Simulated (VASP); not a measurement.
Energy against volume of In (bct). Calculation: r2SCAN meta-GGA, VASP's PBE PAW potentials (set 64) (plane waves; VASP). Settings: 520 eV cut-off, 16×16×16 Γ-centred mesh, first-order Methfessel-Paxton smearing of 0.10 eV, potentials In_d.

Shape and ions are relaxed at each volume.

```json
[
 {"V (Å³/atom)": "24.682", "E (eV/atom)": "-22.56105"},
 {"V (Å³/atom)": "25.470", "E (eV/atom)": "-22.57258"},
 {"V (Å³/atom)": "26.258", "E (eV/atom)": "-22.57638"},
 {"V (Å³/atom)": "27.046", "E (eV/atom)": "-22.57376"}
]
```

Q: Fit these four points and predict the energy of the run at 27.833 Å³/atom.

A: A cubic in V^(−2/3), the third-order Birch-Murnaghan form, passes through the four points with V0 = 26.31 Å³/atom and B0 = 43 GPa, and gives -22.5658 eV/atom there. The run gave -22.5658 eV/atom, +0.0 meV/atom from the fit; all five points give B0 = 43 GPa.

The compound is In in the bct structure. It was relaxed first.
